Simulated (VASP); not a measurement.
OSZICAR of a VASP run on CuI (space group F-43m):

OSZICAR:
```
       N       E                     dE             d eps       ncg     rms          rms(c)
DAV:   1     0.904266710654E+02    0.90427E+02   -0.58906E+03  6664   0.976E+02
DAV:   2     0.116769408595E+00   -0.90310E+02   -0.84524E+02  6761   0.227E+02
DAV:   3    -0.491718696272E+01   -0.50340E+01   -0.49756E+01  8948   0.624E+01
DAV:   4    -0.507663829485E+01   -0.15945E+00   -0.15938E+00  8762   0.107E+01
DAV:   5    -0.507967420455E+01   -0.30359E-02   -0.30358E-02  9087   0.136E+00    0.572E+00
DAV:   6    -0.499928287282E+01    0.80391E-01   -0.35402E+00  6884   0.525E+01    0.372E+00
DAV:   7    -0.485433804396E+01    0.14494E+00   -0.82369E-01  7106   0.311E+01    0.197E+00
DAV:   8    -0.485858983185E+01   -0.42518E-02   -0.46387E-02 10321   0.331E+00    0.485E-01
DAV:   9    -0.485573979757E+01    0.28500E-02   -0.17256E-02  8218   0.404E+00    0.100E-01
DAV:  10    -0.485609640546E+01   -0.35661E-03   -0.10524E-03  9326   0.420E-01    0.434E-02
DAV:  11    -0.485618753302E+01   -0.91128E-04   -0.34901E-04  8262   0.468E-01    0.280E-02
DAV:  12    -0.485618602962E+01    0.15034E-05   -0.21528E-05 10410   0.109E-01    0.216E-02
DAV:  13    -0.485618566122E+01    0.36840E-06   -0.96581E-06  9261   0.840E-02
   1 F= -.48561857E+01 E0= -.48561857E+01  d E =-.774064E-11
```

Task: Which electronic solver shows in the log?

Result: It is blocked Davidson (ALGO = Normal, or the opening steps of other solvers). The INCAR had ALGO = Normal.

Task: Can the final energy be trusted as converged?

Result: Self-consistency was reached. It stopped with EDIFF = 1E-6, NELM = 100 (revPBE GGA, plane waves, VASP's PBE PAW potentials (set 64)).

The structure is a typed CuI crystal. The cell was not relaxed at this level. The run is one of a series of settings (NEDOS = 601, KPOINTS 20×20×20 Γ-centred mesh against the base run), some of them coarse on purpose.
